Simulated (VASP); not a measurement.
# ZnSe (Stilleite): the band gap, functional by functional, part 3 of 3

Aim: the gap of ZnSe (Stilleite) on one structure at many levels of theory. The starting structure is a measured crystal structure from the Crystallography Open Database. Cell and atoms stay as given. Meshes and data sets differ where the inputs say so.

VASP 6.6.1.

Results so far: LDA 1.063 eV; PBE 1.285 eV; r2SCAN 1.861 eV; TB-mBJ 2.786 eV; LDA + spin-orbit coupling 0.933 eV; r2SCAN + spin-orbit coupling 1.738 eV; TB-mBJ + spin-orbit coupling 2.688 eV; HSE06 2.425 eV.

## 10. Bands with PBE0

Level of this step: PBE0; plane waves and PAW (Se, Zn) (VASP).

PBE0 keeps a quarter of exact exchange at all ranges; it tends to overshoot small gaps. This run uses a 5×5×5 mesh. It starts from the orbitals of an earlier run, not shown.

The input, INCAR:

```
SYSTEM = ZnSe
PREC = Accurate
ENCUT = 350
EDIFF = 1E-06
NELM = 100
ISMEAR = 0
SIGMA = 0.03
LREAL = .FALSE.
ALGO = Normal
LHFCALC = .TRUE.
AEXX = 0.25
GGA = PE
LASPH = .TRUE.
NBANDS = 15
PRECFOCK = Fast
HFRCUT = -1
LORBIT = 11
LWAVE = .FALSE.
LCHARG = .FALSE.
KPAR = 4
```

The input, POSCAR:

```
ZnSe
1.0
    0.0000000000      2.8338000000      2.8338000000
    2.8338000000      0.0000000000      2.8338000000
    2.8338000000      2.8338000000      0.0000000000
Se Zn
1 1
Direct
    0.7500000000      0.7500000000      0.7500000000
    0.0000000000      0.0000000000      0.0000000000
```

The input, KPOINTS:

```
Automatic mesh
0
Gamma
5 5 5
0 0 0
```

The input, KPOINTS_OPT:

```
Line mode
10
Line-mode
Reciprocal
  0.00000000   0.00000000   0.00000000 GAMMA
  0.50000000   0.00000000   0.50000000 X

  0.50000000   0.00000000   0.50000000 X
  0.50000000   0.25000000   0.75000000 W

  0.50000000   0.25000000   0.75000000 W
  0.37500000   0.37500000   0.75000000 K

  0.37500000   0.37500000   0.75000000 K
  0.00000000   0.00000000   0.00000000 GAMMA

  0.00000000   0.00000000   0.00000000 GAMMA
  0.50000000   0.50000000   0.50000000 L

  0.50000000   0.50000000   0.50000000 L
  0.62500000   0.25000000   0.62500000 U

  0.62500000   0.25000000   0.62500000 U
  0.50000000   0.25000000   0.75000000 W

  0.50000000   0.25000000   0.75000000 W
  0.50000000   0.50000000   0.50000000 L

  0.50000000   0.50000000   0.50000000 L
  0.37500000   0.37500000   0.75000000 K

  0.62500000   0.25000000   0.62500000 U
  0.50000000   0.00000000   0.50000000 X
```

PAW data sets: Se and Zn (PBE family, release 64).

Launch:

```sh
> mpirun -np 4 vasp_std
```

Numbers of over 12 decimals in the logs are rounded to 6 here.

What it wrote:

```text
[banner, memory and clock lines left out]
running    4 mpi-ranks, on    1 nodes
[...]
LDA part: xc-table for (Slater+PW92), standard interpolation
 found WAVECAR, reading the header
 POSCAR, INCAR and KPOINTS ok, starting setup
[...]
HFRCUT set to (new)   11.074386
 reading WAVECAR
 the WAVECAR file was read successfully
 initial charge from wavefunction
 entering main loop
       N       E                     dE             d eps       ncg     rms          rms(c)
DAV:   1    -0.798431006914E+01   -0.79843E+01   -0.12250E+00   402   0.288E+01    0.261E+00
DAV:   2    -0.795009887694E+01    0.34211E-01   -0.23954E-01   342   0.965E+00    0.138E+00
DAV:   3    -0.794827846220E+01    0.18204E-02   -0.30957E-02   370   0.299E+00    0.842E-01
DAV:   4    -0.794740461768E+01    0.87384E-03   -0.27609E-03   300   0.623E-01    0.506E-01
[...]
DAV:   8    -0.794707695070E+01    0.82078E-05   -0.45726E-06   328   0.163E-02    0.481E-02
DAV:   9    -0.794707453497E+01    0.24157E-05   -0.17244E-06   335   0.871E-03    0.247E-02
DAV:  10    -0.794707385248E+01    0.68249E-06   -0.54094E-07   234   0.555E-03
   1 F= -.79470739E+01 E0= -.79470739E+01  d E =-.106006E-13
 Start KPOINTS_OPT (optional k-point list driver)
k-point batch [1-10\100]
       N       E                     dE             ncg
DAV:   1    -0.159760666878E+02   -0.25456E+04      300
DAV:   2    -0.101008321198E+04   -0.99411E+03      307
DAV:   3    -0.107721860488E+04   -0.67135E+02      363
DAV:   4    -0.107819679199E+04   -0.97819E+00      384
DAV:   5    -0.107820288248E+04   -0.60905E-02      398
DAV:   6    -0.107820292285E+04   -0.40367E-04      377
DAV:   7    -0.107820292326E+04   -0.41239E-06      297
[...]
k-point batch [91-100\100]
       N       E                     dE             ncg
DAV:   1    -0.138778153556E+03   -0.55374E+04      300
DAV:   2    -0.109486134251E+04   -0.95608E+03      342
DAV:   3    -0.115077919426E+04   -0.55918E+02      370
DAV:   4    -0.115152616223E+04   -0.74697E+00      384
DAV:   5    -0.115153091022E+04   -0.47480E-02      398
DAV:   6    -0.115153094242E+04   -0.32201E-04      391
DAV:   7    -0.115153094272E+04   -0.30143E-06      318
```

The job ended after 2.8 min (4 MPI ranks of Intel Xeon 6975P-C (Granite Rapids), shared host; peak memory 0.7 GiB).

OUTCAR, selected parts (step 10):

```text
 POSITION                                       TOTAL-FORCE (eV/Angst)
 -----------------------------------------------------------------------------------
      4.25070      4.25070      4.25070        -0.000000     -0.000000     -0.000000
      0.00000      0.00000      0.00000         0.000000      0.000000      0.000000
 -----------------------------------------------------------------------------------
    total drift:                               -0.000129     -0.000080     -0.000080

  FREE ENERGIE OF THE ION-ELECTRON SYSTEM (eV)
  ---------------------------------------------------
  free  energy   TOTEN  =        -7.9470738525 eV

  energy  without entropy=       -7.9470738525  energy(sigma->0) =       -7.94707385

[... 2 parts as in an earlier step ...]

[... 1 further part left out ...]
[key lines of the parts left out:]
E-fermi :   0.7537
```

PBE0 gives a direct gap of 3.058 eV. The least gap is +1.995 eV from that of LDA, on another mesh, which alone can move a gap by some hundredths of an eV.

## 11. The runs compared

```tsv
level	gap (eV)	least direct gap (eV)	mesh	core minutes
LDA	1.063	1.063	6×6×6	0.213
PBE	1.285	1.285	6×6×6	0.253
r2SCAN	1.861	1.861	6×6×6	0.693
TB-mBJ	2.786	2.786	6×6×6	0.733
LDA + spin-orbit coupling	0.933	0.933	6×6×6	0.773
r2SCAN + spin-orbit coupling	1.738	1.738	6×6×6	3.4
TB-mBJ + spin-orbit coupling	2.688	2.688	6×6×6	2.07
HSE06	2.425	2.426	5×5×5	11.6
PBE0	3.058	3.058	5×5×5	11.1
```

Core minutes are wall time times ranks of the run shown, on a shared host.

## 12. Summary of results

| Quantity | Value |
| --- | --- |
| gap, LDA | 1.063 eV |
| gap, PBE | 1.285 eV |
| gap, r2SCAN | 1.861 eV |
| gap, TB-mBJ | 2.786 eV |
| gap, LDA + spin-orbit coupling | 0.933 eV |
| gap, r2SCAN + spin-orbit coupling | 1.738 eV |
| gap, TB-mBJ + spin-orbit coupling | 2.688 eV |
| gap, HSE06 | 2.425 eV |
| gap, PBE0 | 3.058 eV |

What this shows: Without spin-orbit coupling the gap of ZnSe (Stilleite) runs from 1.063 eV (LDA) to 3.058 eV (PBE0). HSE06 gives +1.14 eV from PBE, on another mesh, which alone can move a gap by some hundredths of an eV. TB-mBJ lies +0.36 eV from HSE06, on another mesh, which alone can move a gap by some hundredths of an eV. Spin-orbit coupling changes the LDA gap by -0.130 eV. Spin-orbit coupling changes the r2SCAN gap by -0.123 eV. Spin-orbit coupling changes the TB-mBJ gap by -0.097 eV. These are gaps between Kohn-Sham or generalised Kohn-Sham levels of a static lattice, without excitons or temperature. Further runs on this material are not shown.

[Lines on the potential files, build, host, timing and source positions are cut from VASP's logs without a mark.]

[Logs are printed without paths, hosts, clocks, repeated set-up lines and the standing remarks that a program may print on its own settings, such as how far it seeks lower states.]

[Hosts, paths, dates, database ids (printed as entryN), source tags and the programs' standing remarks are cut or masked in the printed files.]
